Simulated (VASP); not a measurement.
Output of a VASP run:

OUTCAR:
```
 ion  position               nearest neighbor table
   1  0.000  0.000  0.000-   2 3.06   2 3.06   2 3.06   2 3.06   2 3.06   2 3.06
   2  0.500  0.500  0.500-   1 3.06   1 3.06   1 3.06   1 3.06   1 3.06   1 3.06
 Subroutine IBZKPT returns following result:
 Found    112 irreducible k-points:

 Following reciprocal coordinates:
            Coordinates               Weight
  0.000000  0.000000  0.000000      1.000000
  0.166667  0.000000  0.000000      2.000000
  0.000000  0.166667  0.000000      2.000000
  0.000000  0.000000  0.166667      2.000000
  0.166667  0.166667  0.166667      2.000000
  0.333333  0.000000  0.000000      2.000000
  0.000000  0.333333  0.000000      2.000000
  0.000000  0.000000  0.333333      2.000000
  0.333333  0.333333  0.333333      2.000000
  0.500000  0.000000  0.000000      1.000000
  0.000000  0.500000  0.000000      1.000000
  0.000000  0.000000  0.500000      1.000000
  0.500000  0.500000  0.500000      1.000000
  0.166667  0.166667  0.000000      2.000000
  0.000000  0.166667  0.166667      2.000000
  0.166667  0.000000  0.166667      2.000000
  0.333333  0.166667  0.000000      2.000000
  0.000000  0.333333  0.166667      2.000000
  0.166667  0.000000  0.333333      2.000000
  0.166667  0.166667 -0.166667      2.000000
  0.333333  0.166667  0.333333      2.000000
  0.166667  0.333333  0.000000      2.000000
  0.166667 -0.166667 -0.166667      2.000000
  0.333333  0.333333  0.166667      2.000000
  0.000000  0.166667  0.333333      2.000000
 -0.166667  0.166667 -0.166667      2.000000
  0.166667  0.333333  0.333333      2.000000
  0.333333  0.000000  0.166667      2.000000
  0.500000  0.166667  0.000000      2.000000
  0.000000  0.500000  0.166667      2.000000
  0.166667  0.000000  0.500000      2.000000
  0.166667  0.166667 -0.333333      2.000000
  0.500000  0.333333  0.500000      2.000000
  0.166667  0.500000  0.000000      2.000000
  0.333333 -0.166667 -0.166667      2.000000
  0.500000  0.500000  0.333333      2.000000
  0.000000  0.166667  0.500000      2.000000
 -0.166667  0.333333 -0.166667      2.000000
  0.333333  0.500000  0.500000      2.000000
  0.500000  0.000000  0.166667      2.000000
   k-points           NKPTS =    112   k-points in BZ     NKDIM =    112   number of bands    NBANDS=     14
   number of dos      NEDOS =    301   number of ions     NIONS =      2
   total plane-waves  NPLWV =  13824
   dimension x,y,z NGX =    24 NGY =   24 NGZ =   24
   dimension x,y,z NGXF=    48 NGYF=   48 NGZF=   48
   ions per type =               1   1
   PREC   = accura    normal or accurate (medium, high low for compatibility)
   ISTART =      0    job   : 0-new  1-cont  2-samecut
   ICHARG =      2    charge: 1-file 2-atom 10-const
   ISPIN  =      1    spin polarized calculation?
   LNONCOLLINEAR =      F non collinear calculations
   LSORBIT =      F    spin-orbit coupling
   INIWAV =      1    electr: 0-lowe 1-rand  2-diag
   ENCUT  =  300.0 eV  22.05 Ry    4.70 a.u.   6.12  6.12  6.12*2*pi/ulx,y,z
   NELM   =    100;   NELMIN=  2; NELMDL= -5     # of ELM steps
   EDIFF  = 0.1E-05   stopping-criterion for ELM
   LREAL  =      F    real-space projection
   NLSPLINE    = F    spline interpolate recip. space projectors
   LMAXMIX     =    4 max onsite mixed and CHGCAR
   VOSKOWN=      0    Vosko Wilk Nusair interpolation
   EDIFFG = 0.1E-04   stopping-criterion for IOM
   NSW    =      0    number of steps for IOM
   NBLOCK =      1;   KBLOCK =      1    inner block; outer block
   IBRION =     -1    ionic relax: 0-MD 1-quasi-New 2-CG
   NFREE  =      0    steps in history (QN), initial steepest desc. (CG)
   ISIF   =      2    stress and relaxation
   ISYM   =      0    0-nonsym 1-usesym 2-fastsym
   TEIN   =    0.0    initial temperature
   TEBEG  =    0.0;   TEEND  =   0.0 temperature during run
   SMASS  =  -3.00    Nose mass-parameter (am)
   PSTRESS=    0.0 pullay stress
   NELECT =      20.0000    total number of electrons
...
```

File OSZICAR:
```
       N       E                     dE             d eps       ncg     rms          rms(c)
DAV:   1     0.129779275970E+03    0.12978E+03   -0.72343E+03  3210   0.960E+02
DAV:   2     0.331274491827E+00   -0.12945E+03   -0.12694E+03  3562   0.296E+02
DAV:   3    -0.831120296375E+01   -0.86425E+01   -0.85587E+01  3904   0.818E+01
DAV:   4    -0.846450112545E+01   -0.15330E+00   -0.15326E+00  3588   0.138E+01
DAV:   5    -0.846930587234E+01   -0.48047E-02   -0.48047E-02  3972   0.207E+00    0.279E+00
DAV:   6    -0.818296145279E+01    0.28634E+00   -0.75869E-01  4584   0.656E+00    0.160E+00
DAV:   7    -0.817772244094E+01    0.52390E-02   -0.12475E-01  3512   0.192E+00    0.871E-01
DAV:   8    -0.818096492088E+01   -0.32425E-02   -0.13342E-02  3400   0.150E+00    0.152E-01
DAV:   9    -0.818058812534E+01    0.37680E-03   -0.24394E-03  4900   0.572E-01    0.529E-02
DAV:  10    -0.818066367776E+01   -0.75552E-04   -0.20448E-04  3286   0.107E-01    0.195E-02
DAV:  11    -0.818066982680E+01   -0.61490E-05   -0.80131E-05  4120   0.103E-01    0.743E-03
DAV:  12    -0.818066980302E+01    0.23783E-07   -0.45871E-06  3658   0.154E-02
   1 F= -.81806698E+01 E0= -.81806698E+01  d E =-.916691E-64
```

**OUTCAR**
```
------------------------ aborting loop because EDIFF is reached ----------------------------------------
  FORCE on cell =-STRESS in cart. coord.  units (eV):
  Direction    XX          YY          ZZ          XY          YZ          ZX
  --------------------------------------------------------------------------------------
  Total        0.6871629      0.6871695      0.6871577      0.0000056      0.0000048      0.0000059
  in kB       19.1614235     19.1616070     19.1612797      0.0001566      0.0001335      0.0001639
  external PRESSURE =      19.1614367 kB  Pullay stress =       0.0000000 kB
  volume of cell :       57.46
      direct lattice vectors                 reciprocal lattice vectors
     0.000000000  3.062698000  3.062698000    -0.163254751  0.163254751  0.163254751
     3.062698000  0.000000000  3.062698000     0.163254751 -0.163254751  0.163254751
     3.062698000  3.062698000  0.000000000     0.163254751  0.163254751 -0.163254751
  FREE ENERGIE OF THE ION-ELECTRON SYSTEM (eV)
  ---------------------------------------------------
  free  energy   TOTEN  =        -8.1806698030 eV

  energy  without entropy=       -8.1806698030  energy(sigma->0) =       -8.18066980
```
(Selected blocks of OUTCAR.)

### POSCAR
```
PbSe
1
    0.0000000000     3.0626980000     3.0626980000
    3.0626980000     0.0000000000     3.0626980000
    3.0626980000     3.0626980000     0.0000000000
Pb Se
1 1
Direct
  0.0000000000   0.0000000000   0.0000000000
  0.5000000000   0.5000000000   0.5000000000
```

Q: Reconstruct the remaining input files.

A: This is not unique; one that fits is the input of the run itself, PBE GGA, plane waves, VASP's PBE PAW potentials (set 64).

File KPOINTS:
```
Automatic mesh
0
Gamma
6 6 6
0 0 0
```

### INCAR
```
# general
SYSTEM  = PbSe
PREC    = Accurate
ENCUT   = 300
LREAL   = .FALSE.
LASPH   = .TRUE.
ISYM    = 0

# electronic loop
EDIFF   = 1E-6
NELM    = 100
ALGO    = Normal
LMAXMIX = 4

# smearing
ISMEAR  = 0
SIGMA   = 0.01

# functional
GGA     = PE

# ions
ISIF    = 2

# output
LWAVE   = .FALSE.
LCHARG  = .FALSE.
```

POTCAR, in this order: Pb_d Se (PBE.64 set). Program: vasp_std.

At this cut-off the stress carries a Pulay error, which pulls relaxed volumes low.

The structure comes from a computed database's PbSe entry; how it stands against other phases isn't given here. The cell was not relaxed at this level. The run is one of a series of settings (ISYM = 0 against the base run), some of them coarse on purpose.
